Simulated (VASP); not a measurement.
A run of VASP 6.6.1:

Contents of INCAR:

```
  PREC = Accurate
  ENCUT = 520
  EDIFF = 1E-6
  ISMEAR = 0
  SIGMA = 0.03
  LREAL = False
  LASPH = True
  NELM = 100
  ALGO = Fast
  ISIF = 2
  LWAVE = False
  LCHARG = False
  GGA = PS
  NBANDS = 28
```

Contents of KPOINTS:

```
regular mesh
0
Gamma
  6 6 6
```

The input POSCAR:

```
Ca3P2
1.0
    5.4693000000      0.0000000000      0.0000000000
    0.0000000000      5.3100000000      0.0000000000
    0.0000000000      0.0000000000      5.3100000000
Ca P
3 2
Direct
    0.0000000000      0.5000000000      0.5000000000
    0.5000000000      0.0000000000      0.5000000000
    0.5000000000      0.5000000000      0.0000000000
    0.0000000000      0.0000000000      0.0000000000
    0.5000000000      0.5000000000      0.5000000000
```

Potentials or basis: VASP PAW PBE potentials, release 64 (Ca_sv, P).

The run is started by

```console
$ cat potpaw_PBE.64/Ca_sv/POTCAR potpaw_PBE.64/P/POTCAR > POTCAR
$ mpirun -np 1 vasp_std > vasp.out
```

Hardware: 1 thread of Intel(R) Xeon(R) 6975P-C (Granite Rapids), with other jobs on the host.

Question: Estimate the wall time of this run.

Answer: It took 2.3 min on 1 thread of Intel(R) Xeon(R) 6975P-C (Granite Rapids) (shared host), peak memory 0.33 GiB. Counts: scf iterations 21, k points 40.
